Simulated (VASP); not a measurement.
Energy against volume of ZrO2 (fluorite). All values below come from r2SCAN+rVV10, VASP's PBE PAW potentials (set 64) (plane waves; VASP 6.6.1).

```json
[
 {"V (Å³/atom)": "10.284", "E (eV/atom)": "-15.07502"},
 {"V (Å³/atom)": "10.613", "E (eV/atom)": "-15.10281"},
 {"V (Å³/atom)": "10.941", "E (eV/atom)": "-15.11182"},
 {"V (Å³/atom)": "11.269", "E (eV/atom)": "-15.10465"},
 {"V (Å³/atom)": "11.597", "E (eV/atom)": "-15.08372"}
]
```

Task: Fit a third-order Birch-Murnaghan equation of state.

Result: 
```json
{
 "volume_per_atom": "10.95 Å³/atom",
 "bulk_modulus": "261 GPa",
 "pressure_derivative_of_the_bulk_modulus": "4.16",
 "lattice_constant_a": "5.084 Å"
}
```

Measured: a 5.090 Å at 0 K (computed value off by -0.1 %), as given by Xinyuan Zhao et al., Physical review. B, Condensed matter (2002), arXiv:cond-mat/0108491 [extrapolated to 0 K from high-temperature diffraction of the cubic phase (5.27 Å at 2410 °C), as arXiv:1708.09424 says of the same reference; zero-point expansion not removed].

The compound is ZrO2 in the fluorite structure, the high-temperature cubic form, which is unstable at 0 K; the monoclinic form is the stable one. It was relaxed first.
